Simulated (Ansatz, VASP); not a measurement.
**EuZn2P2: VASP beside Ansatz**

Wanted: the spread between two codes on one cell, functional and k mesh. The cell is taken from a series of VASP runs on this material, whose earlier steps may have relaxed, scaled or displaced it; both programs get it as it stands.

Method: plane waves, with VASP 6.6.1 beside it; zone-centre phonons at PBEsol, DFT+U, in Ansatz 0.2.0.

### 1. Starting point

It takes space group P-3m1 (No. 164, trigonal). The conventional cell has a = 4.031 Å, b = 4.031 Å, c = 6.853 Å, α = 90.00°, β = 90.00°, γ = 120.00°. Nearest to Eu lie 6 P at 2.97 Å. Nearest to Zn lie 4 P at 2.42 to 2.50 Å. P has 4 Zn at 2.42 to 2.50 Å and 3 Eu at 2.97 Å nearest. Farther neighbours are not listed.

Coordinates:

```cif
data_structure
_symmetry_space_group_name_H-M 'P-3m1'
_symmetry_Int_Tables_number 164
_cell_length_a 4.0311
_cell_length_b 4.0311
_cell_length_c 6.8528
_cell_angle_alpha 90.000
_cell_angle_beta 90.000
_cell_angle_gamma 120.000
_cell_volume 96.44
loop_
_atom_site_label
_atom_site_type_symbol
_atom_site_symmetry_multiplicity
_atom_site_Wyckoff_symbol
_atom_site_fract_x
_atom_site_fract_y
_atom_site_fract_z
_atom_site_occupancy
Eu1 Eu 1 a 0.00000 0.00000 0.00000 1
Zn1 Zn 2 d 0.66667 0.33333 0.36708 1
P1 P 2 d 0.66667 0.33333 0.73136 1
```

### 2. VASP: zone-centre phonons, PBEsol, DFT+U

Second derivatives magnify differences that forces hide, and they need a tight electronic threshold.

Lines of VASP's logs that name or quote its potential files are left out, and so is its time.

Contents of INCAR:

```
SYSTEM = EuZn2P2
PREC = Accurate
ENCUT = 450
EDIFF = 1E-08
NELM = 150
ISMEAR = 1
SIGMA = 0.2
LREAL = .FALSE.
ALGO = Normal
GGA = PS
NBANDS = 34
ISPIN = 2
MAGMOM = 6.703 -0.004 -0.004 -0.028 -0.028
LDAU = .TRUE.
LDAUTYPE = 2
LDAUL = 3 -1 -1
LDAUU = 5 0 0
LDAUJ = 0 0 0
LDAUPRINT = 1
LASPH = .TRUE.
LMAXMIX = 6
AMIX = 0.2
BMIX = 1E-04
AMIX_MAG = 0.8
BMIX_MAG = 1E-04
LORBIT = 11
LWAVE = .FALSE.
LCHARG = .FALSE.
KPAR = 4
IBRION = 6
NFREE = 2
POTIM = 0.015
ISIF = 2
NSW = 1
```

Contents of POSCAR:

```
EuZn2P2
1.0
    4.0311289793      0.0000000000      0.0000000000
   -2.0155644897      3.4910601020      0.0000000000
    0.0000000000      0.0000000000      6.8528054717
Eu Zn P
1 2 2
Direct
    0.0000000000      0.0000000000      0.0000000000
    0.6666666700      0.3333333300      0.3670823366
    0.3333333300      0.6666666700      0.6329176634
    0.6666666700      0.3333333300      0.7313553641
    0.3333333300      0.6666666700      0.2686446359
```

Contents of KPOINTS:

```
Automatic mesh
0
Gamma
9 9 5
0 0 0
```

The projector-augmented-wave data sets are Eu, Zn and P (PBE family, release 64).

Launch:

```console
$ mpirun -np 4 vasp_std
```

Numbers of over 12 decimals in the logs are rounded to 6 here.

Log:

```text
[banner, memory and clock lines left out]
running    4 mpi-ranks, on    1 nodes
 distrk:  each k-point on    1 cores,    4 groups
 distr:  one band on    1 cores,    1 groups

 POSCAR found type information on POSCAR EuZnP
 POSCAR found :  3 types and       5 ions
|                                                                             |
|               ----> ADVICE to this user running VASP <----                  |
|                                                                             |
|     You enforced a specific xc type in the INCAR file but a different       |
|     [... a line on the potential file left out ...]
|     I HOPE YOU KNOW WHAT YOU ARE DOING!                                     |
|                                                                             |

 LDA part: xc-table for (Slater+PW92), standard interpolation
 POSCAR, INCAR and KPOINTS ok, starting setup
 FFT: planning ... GRIDC
 FFT: planning ... GRID_SOFT
 FFT: planning ... GRID
 WAVECAR not read
 entering main loop
       N       E                     dE             d eps       ncg     rms          rms(c)
DAV:   1     0.312477857703E+03    0.31248E+03   -0.19617E+04  9102   0.476E+03
DAV:   2     0.367759994350E+02   -0.27570E+03   -0.24700E+03  8184   0.431E+02
DAV:   3    -0.200043176300E+02   -0.56780E+02   -0.55250E+02  8958   0.170E+02
DAV:   4    -0.251778868617E+02   -0.51736E+01   -0.51406E+01 12050   0.466E+01
DAV:   5    -0.255715554937E+02   -0.39367E+00   -0.39302E+00 13262   0.120E+01    0.374E+01
DAV:   6    -0.293567353737E+02   -0.37852E+01   -0.50008E+00 11954   0.446E+01    0.213E+01
DAV:   7    -0.293873120457E+02   -0.30577E-01   -0.28712E+00 11348   0.260E+01    0.138E+01
DAV:   8    -0.293936771367E+02   -0.63651E-02   -0.99796E-01 11332   0.126E+01    0.786E+00
DAV:   9    -0.293857088061E+02    0.79683E-02   -0.12421E-01 12272   0.366E+00    0.406E+00
DAV:  10    -0.293818818003E+02    0.38270E-02   -0.28551E-02 11648   0.207E+00    0.227E+00
DAV:  11    -0.293767680674E+02    0.51137E-02   -0.16144E-02 10848   0.136E+00    0.114E+00
DAV:  12    -0.293764137033E+02    0.35436E-03   -0.42637E-03 11368   0.355E-01    0.810E-01
DAV:  13    -0.293764010655E+02    0.12638E-04   -0.17493E-03 11304   0.330E-01    0.347E-01
DAV:  14    -0.293764459344E+02   -0.44869E-04   -0.32109E-04 11128   0.146E-01    0.124E-01
DAV:  15    -0.293763810121E+02    0.64922E-04   -0.21518E-04 10824   0.116E-01    0.761E-02
DAV:  16    -0.293763833807E+02   -0.23686E-05   -0.67432E-05 10080   0.511E-02    0.404E-02
DAV:  17    -0.293763846902E+02   -0.13096E-05   -0.14497E-05 12512   0.226E-02    0.330E-02
DAV:  18    -0.293763850927E+02   -0.40253E-06   -0.32966E-06  9848   0.124E-02    0.131E-02
DAV:  19    -0.293763847628E+02    0.32997E-06   -0.20169E-06 11624   0.144E-02    0.802E-03
DAV:  20    -0.293763847005E+02    0.62311E-07   -0.89849E-07  9832   0.800E-03    0.358E-03
DAV:  21    -0.293763846987E+02    0.17726E-08   -0.22013E-07 10040   0.289E-03    0.307E-03
DAV:  22    -0.293763847037E+02   -0.50204E-08   -0.56898E-08  5808   0.201E-03
   1 F= -.29376385E+02 E0= -.29376724E+02  d E =0.101839E-02  mag=     7.0012
[... from here on, the cycles between the ionic steps are left out ...]
   2 F= -.29375960E+02 E0= -.29376301E+02  d E =0.102162E-02  mag=     7.0012
   7 F= -.29375793E+02 E0= -.29376132E+02  d E =0.101799E-02  mag=     7.0012
   8 F= -.29375893E+02 E0= -.29376232E+02  d E =0.101750E-02  mag=     7.0012
   9 F= -.29375767E+02 E0= -.29376107E+02  d E =0.101857E-02  mag=     7.0012
  10 F= -.29375624E+02 E0= -.29375964E+02  d E =0.101952E-02  mag=     7.0012
  11 F= -.29375624E+02 E0= -.29375964E+02  d E =0.101952E-02  mag=     7.0012
  12 F= -.29375694E+02 E0= -.29376031E+02  d E =0.101039E-02  mag=     7.0012
 Finite differences progress:
  Degree of freedom:   6/  6
  Displacement:        1/  2
  Total:              11/ 12
 bond charge predicted
       N       E                     dE             d eps       ncg     rms          rms(c)
DAV:   1    -0.293720118161E+02    0.36824E-02   -0.41803E-01  6896   0.215E+00    0.350E-01
DAV:   2    -0.293756587308E+02   -0.36469E-02   -0.41903E-02 11116   0.153E+00    0.322E-01
DAV:   3    -0.293756454428E+02    0.13288E-04   -0.12614E-03  9464   0.205E-01    0.219E-01
DAV:   4    -0.293755500028E+02    0.95440E-04   -0.22961E-04 12248   0.155E-01    0.172E-01
DAV:   5    -0.293755244940E+02    0.25509E-04   -0.11776E-04  9884   0.881E-02    0.108E-01
DAV:   6    -0.293755257036E+02   -0.12096E-05   -0.40458E-05 11816   0.489E-02    0.534E-02
DAV:   7    -0.293755259525E+02   -0.24891E-06   -0.71269E-06 10208   0.177E-02    0.241E-02
DAV:   8    -0.293755257191E+02    0.23345E-06   -0.22914E-06 12470   0.109E-02    0.146E-02
DAV:   9    -0.293755252050E+02    0.51402E-06   -0.12931E-06  9552   0.593E-03    0.100E-02
DAV:  10    -0.293755251689E+02    0.36132E-07   -0.94423E-07 11016   0.496E-03    0.520E-03
DAV:  11    -0.293755251234E+02    0.45467E-07   -0.14915E-07  9376   0.253E-03    0.307E-03
DAV:  12    -0.293755251103E+02    0.13109E-07   -0.57308E-08  8504   0.184E-03    0.165E-03
DAV:  13    -0.293755251106E+02   -0.22737E-09   -0.13786E-08  5170   0.136E-03
  13 F= -.29375525E+02 E0= -.29375869E+02  d E =0.103117E-02  mag=     7.0012
 Finite differences progress:
  Degree of freedom:   6/  6
  Displacement:        2/  2
  Total:              12/ 12
```

Parts of OUTCAR (step 2):

```text
ion  position               nearest neighbor table
   1  0.000  0.000  0.000-   4 2.97   5 2.97   4 2.97   5 2.97   4 2.97   5 2.97
   2  0.667  0.333  0.367-   5 2.42   5 2.42   5 2.42   4 2.50   3 2.96   3 2.96   3 2.96
   3  0.333  0.667  0.633-   4 2.42   4 2.42   4 2.42   5 2.50   2 2.96   2 2.96   2 2.96
   4  0.667  0.333  0.731-   3 2.42   3 2.42   3 2.42   2 2.50   1 2.97   1 2.97   1 2.97
   5  0.333  0.667  0.269-   2 2.42   2 2.42   2 2.42   3 2.50   1 2.97   1 2.97   1 2.97

  LATTYP: Found a hexagonal cell.
 ALAT       =     4.0311289793
 C/A-ratio  =     1.6999717714

 Subroutine GETGRP returns: Found 12 space group operations
 (whereof 12 operations were pure point group operations)

The static configuration has the point symmetry D_3d.

 Found     50 irreducible k-points:

   k-points           NKPTS =     50   k-points in BZ     NKDIM =     50   number of bands    NBANDS=     34

   dimension x,y,z NGX =    28 NGY =   28 NGZ =   48
   dimension x,y,z NGXF=    56 NGYF=   56 NGZF=   96

   ENCUT  =  450.0 eV  33.07 Ry    5.75 a.u.   6.97  6.97 11.85*2*pi/ulx,y,z

   NELECT =      51.0000    total number of electrons

 k-points in reciprocal lattice and weights: Automatic mesh
   0.00000000  0.00000000  0.00000000       0.002
   0.11111111  0.00000000  0.00000000       0.015
   0.22222222  0.00000000  0.00000000       0.015
   0.33333333  0.00000000  0.00000000       0.015
   0.44444444  0.00000000  0.00000000       0.015
   0.11111111  0.11111111  0.00000000       0.015
   0.22222222  0.11111111  0.00000000       0.030
   0.33333333  0.11111111  0.00000000       0.030
   0.44444444  0.11111111  0.00000000       0.015
[...]
-0.22222222 -0.44444444  0.40000000       0.030
   0.33333333  0.33333333  0.40000000       0.010

atom =   1  type =  1  l = 3

 onsite density matrix

spin component  1

  0.9652 -0.0000 -0.0000 -0.0005  0.0000 -0.0000  0.0000
 -0.0000  0.9674 -0.0000  0.0000  0.0062  0.0000 -0.0000
 -0.0000 -0.0000  0.9637 -0.0000 -0.0000  0.0062 -0.0000
 -0.0005  0.0000 -0.0000  0.9725  0.0000 -0.0000  0.0000
  0.0000  0.0062 -0.0000  0.0000  0.9637 -0.0000 -0.0000
 -0.0000  0.0000  0.0062 -0.0000 -0.0000  0.9674  0.0000
  0.0000 -0.0000 -0.0000  0.0000 -0.0000  0.0000  0.9709

spin component  2

  0.0016 -0.0000  0.0000  0.0012  0.0000  0.0000 -0.0000
 -0.0000  0.0031 -0.0000  0.0000 -0.0005  0.0000  0.0000
  0.0000 -0.0000  0.0015 -0.0000  0.0000 -0.0005  0.0000
  0.0012  0.0000 -0.0000  0.0014 -0.0000 -0.0000 -0.0000
  0.0000 -0.0005  0.0000 -0.0000  0.0015 -0.0000 -0.0000
  0.0000  0.0000 -0.0005 -0.0000 -0.0000  0.0031  0.0000
 -0.0000  0.0000  0.0000 -0.0000 -0.0000  0.0000  0.0008

 occupancies and eigenvectors

  o =  0.0002  v =  0.0000  0.0000  0.0000  0.0000  0.0000  0.0000  0.0000  0.6814  0.0000 -0.0000 -0.7319 -0.0000 -0.0000 -0.0000      0.0000  0.0000  0.0000  0.0000  0.0000  0.0000  0.0000  0.0000  0.0000  0.0000  0.0000  0.0000  0.0000  0.0000
[...]
-----------------------------------------------------------------------------------
    total drift:                               -0.000000      0.000000     -0.000065

  FREE ENERGIE OF THE ION-ELECTRON SYSTEM (eV)
  ---------------------------------------------------
  free  energy   TOTEN  =       -29.3755251106 eV

  energy  without entropy=      -29.3765562796  energy(sigma->0) =      -29.37586883

 Eigenvectors and eigenvalues of the dynamical matrix
 ----------------------------------------------------

   1 f  =    8.876419 THz    55.772183 2PiTHz  296.085455 cm-1    36.709901 meV
             X         Y         Z           dx          dy          dz
      0.000000  0.000000  0.000000     0.000000   -0.000000    0.000000
      2.015565  1.163687  2.515544     0.000000   -0.000000   -0.085729
     -0.000000  2.327373  4.337262    -0.000000    0.000000    0.085729
      2.015565  1.163687  5.011836     0.000000   -0.000000    0.701891
     -0.000000  2.327373  1.840969    -0.000000    0.000000   -0.701891

   2 f  =    8.475153 THz    53.250957 2PiTHz  282.700675 cm-1    35.050401 meV
             X         Y         Z           dx          dy          dz
      0.000000  0.000000  0.000000    -0.000000   -0.000000    0.000000
      2.015565  1.163687  2.515544     0.254347   -0.228198    0.000000
     -0.000000  2.327373  4.337262    -0.254347    0.228198   -0.000000
      2.015565  1.163687  5.011836     0.460785   -0.413413   -0.000000
     -0.000000  2.327373  1.840969    -0.460785    0.413413    0.000000

   3 f  =    8.475153 THz    53.250957 2PiTHz  282.700675 cm-1    35.050401 meV
             X         Y         Z           dx          dy          dz
      0.000000  0.000000  0.000000    -0.000000   -0.000000   -0.000000
      2.015565  1.163687  2.515544     0.228198    0.254347   -0.000000
     -0.000000  2.327373  4.337262    -0.228198   -0.254347    0.000000
      2.015565  1.163687  5.011836     0.413413    0.460785    0.000000
     -0.000000  2.327373  1.840969    -0.413413   -0.460785   -0.000000

   4 f  =    8.048574 THz    50.570684 2PiTHz  268.471541 cm-1    33.286214 meV
             X         Y         Z           dx          dy          dz
      0.000000  0.000000  0.000000    -0.091977    0.082523   -0.000000
      2.015565  1.163687  2.515544    -0.246106    0.220808    0.000000
     -0.000000  2.327373  4.337262    -0.246106    0.220808    0.000000
      2.015565  1.163687  5.011836     0.460666   -0.413313    0.000000
     -0.000000  2.327373  1.840969     0.460666   -0.413313   -0.000000

   5 f  =    8.048574 THz    50.570684 2PiTHz  268.471541 cm-1    33.286214 meV
             X         Y         Z           dx          dy          dz
      0.000000  0.000000  0.000000    -0.082523   -0.091977    0.000000
      2.015565  1.163687  2.515544    -0.220808   -0.246106   -0.000000
     -0.000000  2.327373  4.337262    -0.220808   -0.246106    0.000000
      2.015565  1.163687  5.011836     0.413313    0.460666   -0.000000
     -0.000000  2.327373  1.840969     0.413313    0.460666    0.000000

   6 f  =    6.459429 THz    40.585791 2PiTHz  215.463365 cm-1    26.714041 meV
             X         Y         Z           dx          dy          dz
      0.000000  0.000000  0.000000    -0.000000    0.000000    0.004413
      2.015565  1.163687  2.515544     0.000000    0.000000   -0.403240
     -0.000000  2.327373  4.337262    -0.000000    0.000000   -0.403240
      2.015565  1.163687  5.011836     0.000000   -0.000000    0.580851
     -0.000000  2.327373  1.840969     0.000000   -0.000000    0.580851

   7 f  =    4.292828 THz    26.972636 2PiTHz  143.193339 cm-1    17.753703 meV
             X         Y         Z           dx          dy          dz
      0.000000  0.000000  0.000000     0.000000    0.000000   -0.748248
      2.015565  1.163687  2.515544    -0.000000    0.000000    0.384015
     -0.000000  2.327373  4.337262    -0.000000   -0.000000    0.384015
      2.015565  1.163687  5.011836     0.000000    0.000000    0.269435
     -0.000000  2.327373  1.840969    -0.000000   -0.000000    0.269435

   8 f  =    4.116787 THz    25.866537 2PiTHz  137.321238 cm-1    17.025656 meV
             X         Y         Z           dx          dy          dz
      0.000000  0.000000  0.000000    -0.000000   -0.000000    0.000000
      2.015565  1.163687  2.515544    -0.000000   -0.000000   -0.701891
     -0.000000  2.327373  4.337262     0.000000    0.000000    0.701891
      2.015565  1.163687  5.011836     0.000000   -0.000000   -0.085729
     -0.000000  2.327373  1.840969    -0.000000    0.000000    0.085729

   9 f  =    3.049819 THz    19.162580 2PiTHz  101.731023 cm-1    12.613034 meV
             X         Y         Z           dx          dy          dz
      0.000000  0.000000  0.000000     0.549608   -0.493123    0.000000
      2.015565  1.163687  2.515544    -0.332931    0.298715   -0.000000
     -0.000000  2.327373  4.337262    -0.332931    0.298715   -0.000000
      2.015565  1.163687  5.011836    -0.122997    0.110356   -0.000000
     -0.000000  2.327373  1.840969    -0.122997    0.110356   -0.000000

  10 f  =    3.049819 THz    19.162580 2PiTHz  101.731023 cm-1    12.613034 meV
             X         Y         Z           dx          dy          dz
      0.000000  0.000000  0.000000    -0.493123   -0.549608    0.000000
      2.015565  1.163687  2.515544     0.298715    0.332931   -0.000000
     -0.000000  2.327373  4.337262     0.298715    0.332931    0.000000
      2.015565  1.163687  5.011836     0.110356    0.122997    0.000000
     -0.000000  2.327373  1.840969     0.110356    0.122997    0.000000

  11 f  =    2.518544 THz    15.824480 2PiTHz   84.009591 cm-1    10.415857 meV
             X         Y         Z           dx          dy          dz
      0.000000  0.000000  0.000000     0.000000   -0.000000   -0.000000
      2.015565  1.163687  2.515544     0.460787   -0.413411   -0.000000
     -0.000000  2.327373  4.337262    -0.460787    0.413411    0.000000
      2.015565  1.163687  5.011836    -0.254348    0.228197    0.000000
     -0.000000  2.327373  1.840969     0.254348   -0.228197    0.000000

  12 f  =    2.518544 THz    15.824480 2PiTHz   84.009591 cm-1    10.415857 meV
             X         Y         Z           dx          dy          dz
      0.000000  0.000000  0.000000    -0.000000   -0.000000   -0.000000
      2.015565  1.163687  2.515544    -0.413411   -0.460787   -0.000000
     -0.000000  2.327373  4.337262     0.413411    0.460787   -0.000000
      2.015565  1.163687  5.011836     0.228197    0.254348   -0.000000
     -0.000000  2.327373  1.840969    -0.228197   -0.254348   -0.000000

  13 f/i=    0.003365 THz     0.021144 2PiTHz    0.112252 cm-1     0.013917 meV
             X         Y         Z           dx          dy          dz
      0.000000  0.000000  0.000000    -0.000000   -0.000000   -0.663405
      2.015565  1.163687  2.515544    -0.000000   -0.000000   -0.435809
     -0.000000  2.327373  4.337262    -0.000000   -0.000000   -0.435809
      2.015565  1.163687  5.011836    -0.000000   -0.000000   -0.300029
     -0.000000  2.327373  1.840969    -0.000000   -0.000000   -0.300029

  14 f/i=    0.009234 THz     0.058021 2PiTHz    0.308026 cm-1     0.038190 meV
             X         Y         Z           dx          dy          dz
      0.000000  0.000000  0.000000    -0.484723   -0.452256    0.000000
      2.015565  1.163687  2.515544    -0.319214   -0.297833    0.000000
     -0.000000  2.327373  4.337262    -0.319214   -0.297833    0.000000
      2.015565  1.163687  5.011836    -0.218927   -0.204263    0.000000
     -0.000000  2.327373  1.840969    -0.218927   -0.204263    0.000000

  15 f/i=    0.009234 THz     0.058021 2PiTHz    0.308026 cm-1     0.038190 meV
             X         Y         Z           dx          dy          dz
      0.000000  0.000000  0.000000    -0.452256    0.484723   -0.000000
      2.015565  1.163687  2.515544    -0.297833    0.319214   -0.000000
     -0.000000  2.327373  4.337262    -0.297833    0.319214   -0.000000
      2.015565  1.163687  5.011836    -0.204263    0.218927   -0.000000
     -0.000000  2.327373  1.840969    -0.204263    0.218927   -0.000000

 ELASTIC MODULI CONTR FROM IONIC RELAXATION (kBar)
 Direction    XX          YY          ZZ          XY          YZ          ZX
 --------------------------------------------------------------------------------
 XX         -62.9657     45.0694     -6.5057      0.0000     64.6724     -0.0000
 YY          45.0694    -62.9657     -6.5057      0.0000    -64.6724      0.0000
 ZZ          -6.5057     -6.5057   -212.2837      0.0000     -0.0000     -0.0000
 XY           0.0000      0.0000      0.0000    -54.0175      0.0000     64.6724
 YZ          64.6724    -64.6724     -0.0000      0.0000   -132.5181      0.0000
 ZX          -0.0000      0.0000     -0.0000     64.6724      0.0000   -132.5181
 --------------------------------------------------------------------------------

 total charge
# of ion       s       p       d       f       tot
--------------------------------------------------
    1        2.031   5.743   0.339   6.775  14.888
    2        0.554   0.510   9.759   0.000  10.824
    3        0.554   0.510   9.759   0.000  10.824
    4        1.015   1.515   0.000   0.000   2.529
    5        1.015   1.515   0.000   0.000   2.529
--------------------------------------------------
tot          5.169   9.792  19.857   6.775  41.594

 magnetization (x)
# of ion       s       p       d       f       tot
--------------------------------------------------
    1       -0.011  -0.100   0.065   6.750   6.704
    2       -0.002  -0.002  -0.001   0.000  -0.004
    3       -0.002  -0.002  -0.001   0.000  -0.004
    4       -0.005  -0.022   0.000   0.000  -0.027
    5       -0.005  -0.022   0.000   0.000  -0.027
--------------------------------------------------
tot         -0.025  -0.148   0.064   6.750   6.641
```

The cell holds one magnetic atom, so no antiferromagnetic order fits into it. The last energy, forces, stress and levels in OUTCAR belong to the last displaced cell, not to the cell of POSCAR. DFT+U on an f shell has many metastable occupations, and no search among them was made.

(Part 1 of 2 ends here.)

[Lines on the potential files, build, host, timing and source positions are cut from VASP's logs without a mark.]

[Logs are printed without paths, hosts, clocks, repeated set-up lines and the standing remarks that a program may print on its own settings, such as how far it seeks lower states.]

[Hosts, paths, dates, database ids (printed as entryN), source tags and the programs' standing remarks are cut or masked in the printed files.]
